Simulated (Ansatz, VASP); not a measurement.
**Cross-check of Si2W between VASP and Ansatz**

One calculation is typed for both programs; each brings its own data sets. How far apart do they land? The cell is taken from a series of runs on this material, whose earlier steps may have relaxed, scaled, displaced or heated it; both programs get it as it stands.

Main program and level: Ansatz 0.2.0; plane waves, with VASP 6.6.1 beside it; zone-centre phonons at PBEsol.

**1. Starting point**

Symmetry: I4/mmm, No. 139, tetragonal system. The conventional cell has a = 3.108 Å, b = 3.108 Å, c = 7.634 Å, α = 90.00°, β = 90.00°, γ = 90.00°. Si has 5 Si at 2.54 to 2.55 Å and 5 W at 2.54 Å nearest. Nearest to W lie 10 Si at 2.54 Å. Farther neighbours are not listed.

Coordinates:

```cif
data_structure
_symmetry_space_group_name_H-M 'P 1'
_symmetry_Int_Tables_number 1
_cell_length_a 4.4048
_cell_length_b 4.4048
_cell_length_c 4.4048
_cell_angle_alpha 138.676
_cell_angle_beta 138.676
_cell_angle_gamma 59.870
_cell_volume 36.88
loop_
_atom_site_label
_atom_site_type_symbol
_atom_site_fract_x
_atom_site_fract_y
_atom_site_fract_z
_atom_site_occupancy
Si1 Si 0.33328 0.33328 0.00000 1
Si2 Si 0.66672 0.66672 0.00000 1
W3 W 0.00000 0.00000 0.00000 1
```

**2. VASP: zone-centre phonons, PBEsol**

Second derivatives magnify differences that forces hide, and they need a tight electronic threshold.

Lines of VASP's logs that name or quote its potential files are left out, and so is its time.

Contents of INCAR:

```
SYSTEM = Si2W
PREC = Accurate
ENCUT = 600
EDIFF = 1E-08
NELM = 120
ISMEAR = 1
SIGMA = 0.2
LREAL = .FALSE.
ALGO = Normal
GGA = PS
NBANDS = 13
LASPH = .TRUE.
LORBIT = 11
LWAVE = .FALSE.
LCHARG = .FALSE.
ISIF = 2
IBRION = 8
GGA_COMPAT = .FALSE.
KPAR = 2
```

Contents of POSCAR:

```
Si2W
1.0
   -1.5542448292      1.5542448292      3.8171347084
    1.5542448292     -1.5542448292      3.8171347084
    1.5542448292      1.5542448292     -3.8171347084
Si W
2 1
Direct
    0.3332751860      0.3332751860      0.0000000000
    0.6667248140      0.6667248140      0.0000000000
    0.0000000000      0.0000000000      0.0000000000
```

Contents of KPOINTS:

```
Automatic mesh
0
Gamma
20 20 20
0 0 0
```

PAW data sets: Si and W (PBE family, release 64).

The run is started by

```
$ mpirun -np 2 vasp_std
```

Numbers of over 12 decimals in the logs are rounded to 6 here.

What it wrote:

```text
[banner, memory and clock lines left out]
running    2 mpi-ranks, on    1 nodes
 distrk:  each k-point on    1 cores,    2 groups
 distr:  one band on    1 cores,    1 groups

 POSCAR found type information on POSCAR SiW
 POSCAR found :  2 types and       3 ions
|                                                                             |
|               ----> ADVICE to this user running VASP <----                  |
|                                                                             |
|     You enforced a specific xc type in the INCAR file but a different       |
|     [... a line on the potential file left out ...]
|     I HOPE YOU KNOW WHAT YOU ARE DOING!                                     |
|                                                                             |

 LDA part: xc-table for (Slater+PW92), standard interpolation
 POSCAR, INCAR and KPOINTS ok, starting setup
 FFT: planning ... GRIDC
 FFT: planning ... GRID_SOFT
 FFT: planning ... GRID
 WAVECAR not read
 entering main loop
       N       E                     dE             d eps       ncg     rms          rms(c)
DAV:   1     0.361178171799E+02    0.36118E+02   -0.67373E+03 16666   0.107E+03
DAV:   2    -0.244783804820E+02   -0.60596E+02   -0.55186E+02 20272   0.212E+02
DAV:   3    -0.272880882713E+02   -0.28097E+01   -0.27238E+01 22728   0.359E+01
DAV:   4    -0.273265993544E+02   -0.38511E-01   -0.38458E-01 19892   0.472E+00
DAV:   5    -0.273271669265E+02   -0.56757E-03   -0.56730E-03 23474   0.505E-01    0.308E+01
DAV:   6    -0.266625205338E+02    0.66465E+00   -0.15487E+00 24591   0.814E+00    0.140E+01
DAV:   7    -0.265275365637E+02    0.13498E+00   -0.15068E-01 18969   0.265E+00    0.542E+00
DAV:   8    -0.265102805118E+02    0.17256E-01   -0.24734E-02 21801   0.113E+00    0.522E-01
DAV:   9    -0.265099895939E+02    0.29092E-03   -0.13675E-03 20001   0.261E-01    0.293E-01
DAV:  10    -0.265099759673E+02    0.13627E-04   -0.22155E-04 21092   0.935E-02    0.776E-02
DAV:  11    -0.265099634626E+02    0.12505E-04   -0.31332E-05 20290   0.390E-02    0.173E-02
DAV:  12    -0.265099634917E+02   -0.29107E-07   -0.10435E-06 20965   0.810E-03    0.784E-03
DAV:  13    -0.265099634071E+02    0.84643E-07   -0.73999E-08 20839   0.200E-03    0.114E-03
DAV:  14    -0.265099633976E+02    0.95442E-08   -0.34387E-09 12738   0.498E-04
   1 F= -.26509963E+02 E0= -.26510037E+02  d E =0.219817E-03
 Linear response reoptimize wavefunctions to high precision
DAV:   1    -0.265099634041E+02   -0.65352E-08   -0.51502E-10 14300   0.255E-04
DAV:   2    -0.265099634041E+02   -0.10004E-10   -0.57478E-11 10848   0.715E-05
 Linear response DOF=           4
 Linear response progress:
  Degree of freedom:   1/  4
       N       E                     dE             d eps       ncg     rms          rms(c)
RMM:   1    -0.181690449162E-01   -0.18169E-01    0.15240E-02135938   0.912E-01
RMM:   2    -0.167477494372E-01    0.14213E-02   -0.68959E-04 88399   0.221E-01    0.105E-01
RMM:   3    -0.168177249852E-01   -0.69976E-04   -0.16614E-04 88889   0.666E-02    0.569E-02
RMM:   4    -0.170001454557E-01   -0.18242E-03   -0.10411E-04 88653   0.503E-02    0.128E-02
RMM:   5    -0.169881087859E-01    0.12037E-04   -0.19119E-06 92561   0.974E-03    0.131E-03
RMM:   6    -0.169938319599E-01   -0.57232E-05   -0.23179E-07 93536   0.174E-03    0.760E-04
RMM:   7    -0.169932163811E-01    0.61558E-06    0.73433E-09 94556   0.399E-04    0.617E-05
RMM:   8    -0.169936710065E-01   -0.45463E-06   -0.10475E-08 96016   0.126E-04    0.136E-05
RMM:   9    -0.169936509866E-01    0.20020E-07   -0.23473E-09 99010   0.332E-05    0.199E-06
RMM:  10    -0.169936540872E-01   -0.31006E-08   -0.18062E-09 96092   0.152E-05    0.105E-06
 first order change of Fermi-energy   0.16587E-04
 force on displaced ion       1 direction 1 : -12.099   0.000  -0.000
 Linear response progress:
  Degree of freedom:   2/  4
       N       E                     dE             d eps       ncg     rms          rms(c)
RMM:   1    -0.263140345307E-01   -0.26314E-01    0.38861E-02 41910   0.115E+00
RMM:   2    -0.234461506213E-01    0.28679E-02   -0.11905E-03 26800   0.292E-01    0.170E-01
RMM:   3    -0.234042977109E-01    0.41853E-04   -0.62901E-04 26694   0.124E-01    0.119E-01
RMM:   4    -0.235055637995E-01   -0.10127E-03   -0.72222E-05 27904   0.422E-02    0.512E-02
RMM:   5    -0.235594566349E-01   -0.53893E-04   -0.57568E-06 27984   0.119E-02    0.136E-02
RMM:   6    -0.235637443952E-01   -0.42878E-05   -0.55848E-07 28256   0.339E-03    0.213E-03
RMM:   7    -0.235619001370E-01    0.18443E-05   -0.44239E-09 28699   0.126E-03    0.663E-04
RMM:   8    -0.235620538951E-01   -0.15376E-06    0.15854E-08 29554   0.242E-04    0.918E-05
RMM:   9    -0.235621850703E-01   -0.13118E-06   -0.83441E-09 29167   0.781E-05    0.157E-05
RMM:  10    -0.235621819599E-01    0.31104E-08   -0.21087E-09 30715   0.253E-05    0.714E-06
 first order change of Fermi-energy  -0.44540E+00
 force on displaced ion       1 direction 3 :  -0.000  -0.000 -18.164
 Linear response progress:
  Degree of freedom:   3/  4
       N       E                     dE             d eps       ncg     rms          rms(c)
RMM:   1    -0.122508802648E+00   -0.12251E+00   -0.10625E-01 60109   0.183E+00
RMM:   2    -0.121297523304E+00    0.12113E-02   -0.13684E-03 47254   0.272E-01    0.160E-01
RMM:   3    -0.120926495098E+00    0.37103E-03   -0.20335E-04 48407   0.823E-02    0.906E-02
RMM:   4    -0.121052877530E+00   -0.12638E-03   -0.25626E-04 47977   0.949E-02    0.126E-02
RMM:   5    -0.121042523285E+00    0.10354E-04   -0.70283E-06 51676   0.174E-02    0.372E-03
RMM:   6    -0.121047642524E+00   -0.51192E-05   -0.13104E-07 51075   0.224E-03    0.860E-04
RMM:   7    -0.121047153714E+00    0.48881E-06   -0.10935E-08 52665   0.556E-04    0.115E-04
RMM:   8    -0.121047123677E+00    0.30037E-07   -0.50624E-09 52778   0.150E-04    0.281E-05
RMM:   9    -0.121046889487E+00    0.23419E-06   -0.46803E-09 54201   0.630E-05    0.556E-06
RMM:  10    -0.121046850310E+00    0.39177E-07   -0.48523E-09 55746   0.337E-05    0.231E-06
RMM:  11    -0.121046873985E+00   -0.23675E-07   -0.57503E-09 54320   0.291E-05    0.322E-07
RMM:  12    -0.121046871517E+00    0.24681E-08   -0.46248E-09 38149   0.248E-05    0.800E-08
 first order change of Fermi-energy  -0.76904E-03
 force on displaced ion       3 direction 1 : -15.340  -0.000  -0.000
 Linear response progress:
  Degree of freedom:   4/  4
       N       E                     dE             d eps       ncg     rms          rms(c)
RMM:   1    -0.140747798896E+00   -0.14075E+00   -0.13194E-01 32826   0.189E+00
RMM:   2    -0.135870800081E+00    0.48770E-02   -0.21652E-03 25837   0.330E-01    0.192E-01
RMM:   3    -0.135180762765E+00    0.69004E-03   -0.86239E-04 26912   0.142E-01    0.101E-01
RMM:   4    -0.135239798238E+00   -0.59035E-04   -0.29146E-04 26975   0.945E-02    0.301E-02
RMM:   5    -0.135307820217E+00   -0.68022E-04   -0.46794E-05 26707   0.409E-02    0.731E-03
RMM:   6    -0.135320091315E+00   -0.12271E-04   -0.91207E-07 29245   0.568E-03    0.192E-03
RMM:   7    -0.135311863055E+00    0.82283E-05   -0.16960E-07 27703   0.198E-03    0.218E-04
RMM:   8    -0.135312551651E+00   -0.68860E-06   -0.71289E-09 29187   0.332E-04    0.106E-04
RMM:   9    -0.135312603483E+00   -0.51832E-07   -0.53865E-09 29788   0.800E-05    0.522E-05
RMM:  10    -0.135312629240E+00   -0.25757E-07   -0.54144E-09 29828   0.534E-05    0.269E-06
RMM:  11    -0.135312640860E+00   -0.11619E-07   -0.57031E-09 30738   0.330E-05    0.134E-06
RMM:  12    -0.135312640496E+00    0.36313E-09   -0.67172E-09 24620   0.278E-05    0.342E-07
 first order change of Fermi-energy   0.49733E-03
 force on displaced ion       3 direction 3 :   0.000   0.000 -20.715
 Linear response finished
```

Parts of OUTCAR (step 2):

```text
ion  position               nearest neighbor table
   1  0.333  0.333  0.000-   2 2.54   2 2.54   2 2.54   2 2.54   3 2.54   3 2.54   3 2.54   3 2.54
                             3 2.54   2 2.55
   2  0.667  0.667  0.000-   1 2.54   1 2.54   1 2.54   1 2.54   3 2.54   3 2.54   3 2.54   3 2.54
                             3 2.54   1 2.55
   3  0.000  0.000  0.000-   2 2.54   2 2.54   2 2.54   1 2.54   2 2.54   1 2.54   1 2.54   1 2.54
                             1 2.54   2 2.54

  LATTYP: Found a body centered tetragonal cell.
 ALAT       =     3.1084896584
 C/A-ratio  =     2.4559417131

 Subroutine GETGRP returns: Found 16 space group operations
 (whereof 16 operations were pure point group operations)

The static configuration has the point symmetry D_4h.

 Found    641 irreducible k-points:

   k-points           NKPTS =    641   k-points in BZ     NKDIM =    641   number of bands    NBANDS=     13

   dimension x,y,z NGX =    36 NGY =   36 NGZ =   36
   dimension x,y,z NGXF=    72 NGYF=   72 NGZF=   72

   ENCUT  =  600.0 eV  44.10 Ry    6.64 a.u.   8.80  8.80  8.80*2*pi/ulx,y,z

   NELECT =      14.0000    total number of electrons

 k-points in reciprocal lattice and weights: Automatic mesh
   0.00000000  0.00000000  0.00000000       0.000
   0.05000000  0.00000000 -0.00000000       0.001
   0.10000000 -0.00000000  0.00000000       0.001
   0.15000000 -0.00000000  0.00000000       0.001
   0.20000000 -0.00000000  0.00000000       0.001
   0.25000000 -0.00000000  0.00000000       0.001
   0.30000000 -0.00000000  0.00000000       0.001
   0.35000000 -0.00000000  0.00000000       0.001
   0.40000000  0.00000000  0.00000000       0.001
[...]
-0.45000000 -0.45000000  0.45000000       0.000
   0.50000000  0.50000000  0.50000000       0.000

 average (electrostatic) potential at core
       1 -77.7702       2 -77.7702       3 -33.1147

  Total        5.3921453      5.3921453      5.4017112      0.0000000      0.0000000      0.0000000
  in kB      234.2263929    234.2263929    234.6419215      0.0000000      0.0000000      0.0000000
  external PRESSURE =     234.3649024 kB  Pullay stress =       0.0000000 kB

  energy-cutoff  :      600.00
  volume of cell :       36.88
      direct lattice vectors                 reciprocal lattice vectors
    -1.554244829  1.554244829  3.817134708     0.000000000  0.321699639  0.130988304
     1.554244829 -1.554244829  3.817134708     0.321699639  0.000000000  0.130988304
     1.554244829  1.554244829 -3.817134708     0.321699639  0.321699639  0.000000000

 POSITION                                       TOTAL-FORCE (eV/Angst)
 -----------------------------------------------------------------------------------
      0.00000      0.00000      2.54431        -0.000000     -0.000000     -0.007070
      0.00000      0.00000      5.08996         0.000000      0.000000      0.007070
      0.00000      0.00000      0.00000        -0.000000     -0.000000     -0.000000
 -----------------------------------------------------------------------------------
    total drift:                               -0.000000      0.000000      0.000000

 Eigenvectors and eigenvalues of the dynamical matrix
 ----------------------------------------------------

   1 f  =   15.033442 THz    94.457905 2PiTHz  501.461664 cm-1    62.173294 meV
             X         Y         Z           dx          dy          dz
      0.000000  0.000000  2.544313     0.000000   -0.000000    0.707107
      0.000000  0.000000  5.089957     0.000000    0.000000   -0.707107
      0.000000  0.000000  0.000000    -0.000000   -0.000000    0.000000

   2 f  =   11.992935 THz    75.353834 2PiTHz  400.041259 cm-1    49.598772 meV
             X         Y         Z           dx          dy          dz
      0.000000  0.000000  2.544313     0.000000   -0.707107   -0.000000
      0.000000  0.000000  5.089957    -0.000000    0.707107    0.000000
      0.000000  0.000000  0.000000    -0.000000   -0.000000    0.000000

   3 f  =   11.992935 THz    75.353834 2PiTHz  400.041259 cm-1    49.598772 meV
             X         Y         Z           dx          dy          dz
      0.000000  0.000000  2.544313     0.707107    0.000000    0.000000
      0.000000  0.000000  5.089957    -0.707107   -0.000000   -0.000000
      0.000000  0.000000  0.000000     0.000000   -0.000000    0.000000

   4 f  =   10.847354 THz    68.155936 2PiTHz  361.828787 cm-1    44.861032 meV
             X         Y         Z           dx          dy          dz
      0.000000  0.000000  2.544313     0.000000    0.000000   -0.618857
      0.000000  0.000000  5.089957     0.000000    0.000000   -0.618857
      0.000000  0.000000  0.000000     0.000000   -0.000000    0.483769

   5 f  =    9.334277 THz    58.648993 2PiTHz  311.357971 cm-1    38.603451 meV
             X         Y         Z           dx          dy          dz
      0.000000  0.000000  2.544313     0.618851    0.000000   -0.000000
      0.000000  0.000000  5.089957     0.618851   -0.000000    0.000000
      0.000000  0.000000  0.000000    -0.483783    0.000000    0.000000

   6 f  =    9.334277 THz    58.648993 2PiTHz  311.357971 cm-1    38.603451 meV
             X         Y         Z           dx          dy          dz
      0.000000  0.000000  2.544313     0.000000    0.618851    0.000000
      0.000000  0.000000  5.089957     0.000000    0.618851    0.000000
      0.000000  0.000000  0.000000     0.000000   -0.483783   -0.000000

   7 f/i=    0.000126 THz     0.000792 2PiTHz    0.004205 cm-1     0.000521 meV
             X         Y         Z           dx          dy          dz
      0.000000  0.000000  2.544313     0.000000    0.000000    0.342076
      0.000000  0.000000  5.089957     0.000000    0.000000    0.342076
      0.000000  0.000000  0.000000     0.000000    0.000000    0.875196

   8 f/i=    0.000263 THz     0.001654 2PiTHz    0.008779 cm-1     0.001088 meV
             X         Y         Z           dx          dy          dz
      0.000000  0.000000  2.544313    -0.032804   -0.340510    0.000000
      0.000000  0.000000  5.089957    -0.032804   -0.340510    0.000000
      0.000000  0.000000  0.000000    -0.083924   -0.871155    0.000000

   9 f/i=    0.000263 THz     0.001654 2PiTHz    0.008779 cm-1     0.001088 meV
             X         Y         Z           dx          dy          dz
      0.000000  0.000000  2.544313     0.340510   -0.032804    0.000000
      0.000000  0.000000  5.089957     0.340510   -0.032804    0.000000
      0.000000  0.000000  0.000000     0.871155   -0.083924    0.000000

 ELASTIC MODULI CONTR FROM IONIC RELAXATION (kBar)
 Direction    XX          YY          ZZ          XY          YZ          ZX
 --------------------------------------------------------------------------------
 XX         -46.1143    -46.1143    -12.9728      0.0000      0.0000     -0.0000
 YY         -46.1143    -46.1143    -12.9728      0.0000      0.0000     -0.0000
 ZZ         -12.9728    -12.9728     -3.6495      0.0000      0.0000     -0.0000
 XY           0.0000      0.0000      0.0000      0.0000      0.0000      0.0000
 YZ           0.0000      0.0000      0.0000      0.0000    -54.5256      0.0000
 ZX          -0.0000     -0.0000     -0.0000      0.0000      0.0000    -27.7522
 --------------------------------------------------------------------------------
```

Energies printed during the response cycles are not total energies of the cell. The data set W keeps the semicore shell frozen, which is cheaper and a little less accurate.

(Part 1 of 2 ends here.)

[Lines on the potential files, build, host, timing and source positions are cut from VASP's logs without a mark.]

[Logs are printed without paths, hosts, clocks, repeated set-up lines and the standing remarks that a program may print on its own settings, such as how far it seeks lower states.]

[Hosts, paths, dates, database ids (printed as entryN), source tags and the programs' standing remarks are cut or masked in the printed files.]
